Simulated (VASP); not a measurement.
Given:

```xyz
2
Lattice="0.0000 2.1475 2.1819 2.2114 0.0000 2.1819 2.2114 2.1475 0.0000" Properties=species:S:1:pos:R:3 pbc="T T T"
Ti     0.0000     0.0000     0.0000
C      2.2987     2.1475     2.1819
```

These are PBE GGA + U (Dudarev), VASP's PBE PAW potentials (set 64) (plane waves; VASP) values and carry that method's errors. Settings: 520 eV cut-off, 13×13×13 Γ-centred mesh, first-order Methfessel-Paxton smearing of 0.10 eV, potentials Ti_sv C, U − J: Ti 6.00 eV.

Give the force on each atom (eV/Å).

| atom | Fx | Fy | Fz |
|---|---|---|---|
| Ti1 | 0.813 | 0.000 | 0.000 |
| C2 | -0.813 | 0.000 | 0.000 |

Give the stress tensor in GPa (positive for a compressed cell).

```
 8.92   0.00   0.00
 0.00  18.91   0.00
 0.00   0.00  11.97
```
The pressure is its mean diagonal, 13.27 GPa.

The compound is TiC in the rock salt structure. The cell was not relaxed at this level, atoms are displaced from their ideal sites. The run is one of a series of settings (LDAU = .TRUE., LDAUJ = 0 0, LDAUL = 2 -1, LDAUTYPE = 2, LDAUU = 6.0 0 against the base run), some of them coarse on purpose.
